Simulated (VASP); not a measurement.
An input for Ansatz (written as the equivalent of a VASP run, and not itself run):

Ansatz 0.2 input:
```yaml
crystal:
  lattice:
    - [0.0000000, 2.3597751, 2.3597751]
    - [2.3597751, 0.0000000, 2.3597751]
    - [2.3597751, 2.3597751, 0.0000000]
  atoms:
    - { symbol: Ca, position: [0.0000000, 0.0000000, 0.0000000] }
    - { symbol: O, position: [0.5000000, 0.5000000, 0.5000000] }
kpoints:
  mp_grid: { grid: [9, 9, 9] }
hamiltonian:
  xc: lda
  pseudopotentials: { kind: paw }
scf:
  occupations: { method: gaussian, width: 0.05 }
  max_iter: 100
relax:
  max_steps: 60
  f_tol: 0.01
  cell: {}
output: { forces: true, stress: true, eigenvalues: true }
```

Task: Write the VASP files for the same calculation (LDA).

Result: Several could match; the one computed here: 
### KPOINTS
```
Automatic mesh
0
Gamma
9 9 9
0 0 0
```

POSCAR:
```
CaO
1.0
  0.0000000000   2.3597750707   2.3597750707
  2.3597750707   0.0000000000   2.3597750707
  2.3597750707   2.3597750707   0.0000000000
Ca O
1 1
Cartesian
  0.0000000000   0.0000000000   0.0000000000
  2.3597750707   2.3597750707   2.3597750707
```

INCAR:
```
! general
SYSTEM  =  CaO
PREC    =  Accurate
ENCUT   =  520
LREAL   =  F
LASPH   =  T

! electronic loop
EDIFF   =  1E-6
NELM    =  100
ALGO    =  Normal

! smearing
ISMEAR  =  0
SIGMA   =  0.05

! ions
IBRION  =  2
NSW     =  60
ISIF    =  3
EDIFFG  =  -0.01

! output
LWAVE   =  F
LCHARG  =  F
```

POTCAR, in this order: Ca_sv O (LDA.64 set). Program: vasp_std.

What does not carry over: each code has its own PAW files, so the cut-off isn't converted (ENCUT is set for VASP's; basis.ecutwfc is left out, and Ansatz then takes the one that its files recommend); Ansatz stops its SCF on the density residual and VASP on the energy change (EDIFF); Ansatz's lda is the Perdew-Wang form, while the LDA potentials of VASP carry Perdew-Zunger's.

The compound is CaO in the rock salt structure. It was relaxed first, which changed the volume by -6 %. The start is the result of an earlier pass.
